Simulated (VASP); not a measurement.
## NbAs (relaxed from the CsCl structure, space group Pm-3m): computed properties

All values below come from r2SCAN meta-GGA, VASP's PBE PAW potentials (set 64) (plane waves; VASP).

- space group: Pm-3m (221)
- cell: a = 3.209 Å, b = 3.209 Å, c = 3.209 Å, α = 90.00°, β = 90.00°, γ = 90.00°
- volume per atom: 16.52 Å³/atom
- band gap (over mesh and band path): none (metal, semimetal or under 0.01 eV)
- density: 8.44 g/cm³

```
CELL_PARAMETERS angstrom
      3.20856     0.00000     0.00000
      0.00000     3.20856     0.00000
      0.00000     0.00000     3.20856
ATOMIC_POSITIONS crystal
  Nb 0.00000 0.00000 0.00000
  As 0.50000 0.50000 0.50000
```

The structure was generated: NbAs was put into the CsCl type (Pm-3m), which need not be its known phase. It was relaxed first. Symmetry was kept, so distortions that lower it aren't found.
